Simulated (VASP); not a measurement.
Runs of VASP 6.6.1 on BN. The structure is cubic, space group F-43m (No. 216). Conventional cell: a = 3.625 Å, b = 3.625 Å, c = 3.625 Å, α = 90.00°, β = 90.00°, γ = 90.00°. B (site symmetry -43m) is surrounded by 4 N at 1.57 Å. Around N (site symmetry -43m) lie 4 B at 1.57 Å. The cell is a database's computed one.

```csv
task,level,potentials or basis,cell,k mesh,cutoff (eV),grid for exact exchange (PRECFOCK),screening parameter,exchange at q = 0,gap on the mesh (eV)
band structure,HSE06,"VASP PAW PBE potentials, release 64 (B, N)",as given,12 × 12 × 12,450,Fast,0.2 1/A,-,5.78
band structure,PBE,"VASP PAW PBE potentials, release 64 (B, N)",as given,16 × 16 × 16,600,-,-,-,4.45
band structure,LDA,"VASP PAW LDA potentials, release 64 (B, N)",as given,16 × 16 × 16,450,-,-,-,4.33
relaxation of cell and atoms,PBE,"VASP PAW PBE potentials, release 64 (B, N)",relaxed,14 × 14 × 14,600,-,-,-,4.45
band structure,r2SCAN,"VASP PAW PBE potentials, release 64 (B, N)",as given,16 × 16 × 16,450,-,-,-,4.96
band structure,PBE,"VASP PAW PBE potentials, release 64 (B, N)",as given,16 × 16 × 16,450,-,-,-,4.45
band structure,PBE0,"VASP PAW PBE potentials, release 64 (B, N)",as given,12 × 12 × 12,450,Fast,-,truncated,(a)
```

Alike in all rows: no spin polarisation; smearing gaussian 0.02 eV.

Problem. Estimate the missing entries.

Solution. (a) 6.52.

Caveats: the relaxation stopped at its first step, so nothing moved (some runs).

A k mesh can miss the band edges.
